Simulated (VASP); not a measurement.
Consider the following.

```
Zn
1.0
    1.32524    -2.29538     0.00000
    1.32524     2.29538     0.00000
    0.00000     0.00000     4.65725
Zn
2
Cartesian
  1.32524   0.76513   1.16431
  1.32524  -0.76513   3.49294
```

All values below come from PBE GGA with D3 dispersion (zero damping), VASP's PBE PAW potentials (set 64) (plane waves; VASP). Settings: 520 eV cut-off, 16×16×8 Γ-centred mesh, first-order Methfessel-Paxton smearing of 0.10 eV, potentials Zn.

The ions and cell shape at fixed volume are relaxed. Give the cell that the relaxation ends in.

```
Zn
1.0
    1.30579    -2.26170     0.00000
    1.30579     2.26170     0.00000
    0.00000     0.00000     4.79698
Zn
2
Direct
  0.33333   0.66667   0.25000
  0.66667   0.33333   0.75000
```
Space group P6_3/mmc (194), at a tolerance of 0.03 Å.

How much energy does the relaxation gain?

The energy (σ→0) changes by -6.1 meV/atom, in 5 ionic steps.

The compound is Zn in the hcp structure. This run relaxes it. Symmetry was kept, so distortions that lower it aren't found.
